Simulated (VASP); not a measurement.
Wanted: the native input for a VASP 6.6.1 run.

- Task: relaxation of cell and atoms
- Functional: PBE
- Potentials or basis: VASP PAW PBE potentials, release 64 (Al, Bi_d, O)
- Cutoff: 520 eV
- k mesh: 3 × 3 × 3
- Occupations: gaussian, width 0.15 eV
- Spin: no spin polarisation
- Further INCAR settings: PREC = Normal; ALGO = Fast; EDIFF = 0.0001; IBRION = 2; EDIFFG = -0.08; NSW = 24; ISIF = 3

The structure of Al3BiO3 lies in POSCAR:

```
Al3BiO3
1.0
    4.4130707100      0.0000000000      0.0000000000
    0.0000000000      4.4130707100      0.0000000000
    0.0000000000      0.0000000000      5.9114548900
Al Bi O
3 1 3
Direct
    0.0000000000      0.0000000000      0.5000000000
    0.5000000000      0.5000000000      0.8548087500
    0.5000000000      0.5000000000      0.1451912500
    0.5000000000      0.5000000000      0.5000000000
    0.0000000000      0.5000000000      0.0000000000
    0.5000000000      0.0000000000      0.0000000000
    0.0000000000      0.0000000000      0.0000000000
```

The cell was built by a generator and needn't be a form met in nature.

The input as run:

INCAR

```
SYSTEM = Al3BiO3
ALGO = Fast
EDIFF = 1E-4
EDIFFG = -0.08
ENCUT = 520
GGA = PE
IBRION = 2
ISIF = 3
ISMEAR = 0
LASPH = .TRUE.
LCHARG = .FALSE.
LREAL = .FALSE.
LWAVE = .FALSE.
NELM = 60
NSW = 24
PREC = Normal
SIGMA = 0.15
```

KPOINTS

```
k-points
0
G
  3 3 3
  0 0 0
```

Potentials or basis: VASP PAW PBE potentials, release 64 (Al, Bi_d, O).

Command:

```console
$ cat potpaw_PBE.64/Al/POTCAR potpaw_PBE.64/Bi_d/POTCAR potpaw_PBE.64/O/POTCAR > POTCAR
$ mpirun -np 1 vasp_std > vasp.out
```

Results of the run:

The relaxed volume is 17.88 Å³/atom, the relaxed cell is a = 4.036 Å, b = 4.036 Å, c = 7.685 Å, α = 90.00°, β = 90.00°, γ = 90.00° and the space group after relaxing (to 0.05 Å) is P4/mmm (No. 123). The energy gained by relaxing is 1173.4 meV/atom, the ionic steps are 10 and the pressure after relaxing is -0.1 GPa. The band gap on the k mesh is 0.05 eV, indirect (least direct gap 0.35 eV).

Caveat: the k mesh is coarse (spacing up to 0.47 Å⁻¹), so the values aren't converged; spin-orbit coupling is left out, which as a rule narrows the gap of such compounds by several tenths of an eV; an odd mesh through Γ misses points on the zone boundary, where band edges often lie.

Run time: 120 s on 1 thread of Intel(R) Xeon(R) Platinum 8488C (Sapphire Rapids), on a shared host, peak memory 0.18 GiB.
